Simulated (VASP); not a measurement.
Output of a VASP run:

OSZICAR:
```
       N       E                     dE             d eps       ncg     rms          rms(c)
DAV:   1     0.259394511360E+02    0.25939E+02   -0.84300E+03  1920   0.126E+03
DAV:   2    -0.278871789325E+02   -0.53827E+02   -0.50740E+02  2420   0.232E+02
DAV:   3    -0.295503340536E+02   -0.16632E+01   -0.16376E+01  2548   0.314E+01
DAV:   4    -0.295636088518E+02   -0.13275E-01   -0.13262E-01  2320   0.308E+00
DAV:   5    -0.295637693938E+02   -0.16054E-03   -0.16051E-03  2512   0.262E-01    0.509E+01
DAV:   6    -0.276179228990E+02    0.19458E+01   -0.44995E+00  2296   0.136E+01    0.369E+01
DAV:   7    -0.275657675682E+02    0.52155E-01   -0.14364E+00  2436   0.828E+00    0.102E+01
DAV:   8    -0.275046368051E+02    0.61131E-01   -0.41010E-01  2300   0.442E+00    0.140E+00
DAV:   9    -0.275016024529E+02    0.30344E-02   -0.26635E-02  2268   0.126E+00    0.239E-01
DAV:  10    -0.275015524810E+02    0.49972E-04   -0.85543E-04  2336   0.234E-01    0.302E-01
DAV:  11    -0.275015526716E+02   -0.19061E-06   -0.11596E-04  2356   0.808E-02    0.157E-01
DAV:  12    -0.275015483197E+02    0.43519E-05   -0.18231E-05  2364   0.337E-02    0.274E-02
DAV:  13    -0.275015484058E+02   -0.86011E-07   -0.65907E-07  2340   0.767E-03
   1 F= -.27501548E+02 E0= -.27501547E+02  d E =-.275015E+02
       N       E                     dE             d eps       ncg     rms          rms(c)
DAV:   1    -0.275020588433E+02   -0.51052E-03   -0.24526E-02  2056   0.136E+00    0.182E-01
DAV:   2    -0.275018506069E+02    0.20824E-03   -0.32702E-04  2368   0.160E-01    0.752E-02
DAV:   3    -0.275017621025E+02    0.88504E-04   -0.88613E-05  2384   0.746E-02    0.226E-02
DAV:   4    -0.275017565666E+02    0.55359E-05   -0.11256E-05  2620   0.272E-02    0.149E-02
DAV:   5    -0.275017564882E+02    0.78368E-07   -0.43468E-07  2264   0.518E-03
   2 F= -.27501756E+02 E0= -.27501767E+02  d E =-.208082E-03
```

OUTCAR:
```
------------------------ aborting loop because EDIFF is reached ----------------------------------------
  FORCE on cell =-STRESS in cart. coord.  units (eV):
  Direction    XX          YY          ZZ          XY          YZ          ZX
  --------------------------------------------------------------------------------------
  Total       -2.6930716     -2.6930720     -2.7126455      0.0000000     -0.0000000      0.0000000
  in kB     -139.8728372   -139.8728587   -140.8894677      0.0000000     -0.0000000      0.0000000
  external PRESSURE =    -140.2117212 kB  Pullay stress =       0.0000000 kB
  volume of cell :       30.85
      direct lattice vectors                 reciprocal lattice vectors
     1.590734414 -2.755233038 -0.000000000     0.314320226 -0.181472853  0.000000000
     1.590734414  2.755233038  0.000000000     0.314320226  0.181472853  0.000000000
    -0.000000000 -0.000000000  3.519160601    -0.000000000 -0.000000000  0.284158671
 POSITION                                       TOTAL-FORCE (eV/Angst)
 -----------------------------------------------------------------------------------
      1.59073      2.75523      0.00000        -0.000000     -0.000000     -0.000000
      1.59073      0.91841      1.75958        -0.000000     -0.000000      0.000000
      1.59073     -0.91841      1.75958         0.000000      0.000000     -0.000000
 -----------------------------------------------------------------------------------
    total drift:                                0.000000      0.000000      0.000000
  FREE ENERGIE OF THE ION-ELECTRON SYSTEM (eV)
  ---------------------------------------------------
  free  energy   TOTEN  =       -27.5017564882 eV

  energy  without entropy=      -27.5017871809  energy(sigma->0) =      -27.50176672

 reached required accuracy - stopping structural energy minimisation
```
(Selected blocks of OUTCAR.)

**POSCAR**
```
HfB2
1
    1.5925019018    -2.7582944381     0.0000000000
    1.5925019018     2.7582944381     0.0000000000
    0.0000000000     0.0000000000     3.5113532084
Hf B
1 2
Direct
  0.0000000000   0.0000000000   1.0000000000
  0.3333330000   0.6666670000   0.5000000000
  0.6666670000   0.3333330000   0.5000000000
```

Problem. Reconstruct the remaining input files.

Solution. One answer among several that fit: the input of the run itself, AM05 GGA, plane waves, VASP's PBE PAW potentials (set 64).

KPOINTS:
```
Automatic mesh
0
Gamma
11 11 9
0 0 0
```

### INCAR
```
ALGO=Normal
EDIFF=1E-7
EDIFFG=-0.01
ENCUT=520
GGA=AM
IBRION=2
ISIF=4
ISMEAR=1
LASPH=T
LCHARG=F
LMAXMIX=6
LREAL=F
LWAVE=F
NELM=100
NSW=30
PREC=Accurate
SIGMA=0.1
SYSTEM=HfB2
```

POTCAR, in this order: Hf_pv B (PBE.64 set). Program: vasp_std.

The compound is HfB2 in the AlB2 type structure. This cell is one point of a volume scan, at 1.06 of the reference volume. Symmetry was kept, so distortions that lower it aren't found.
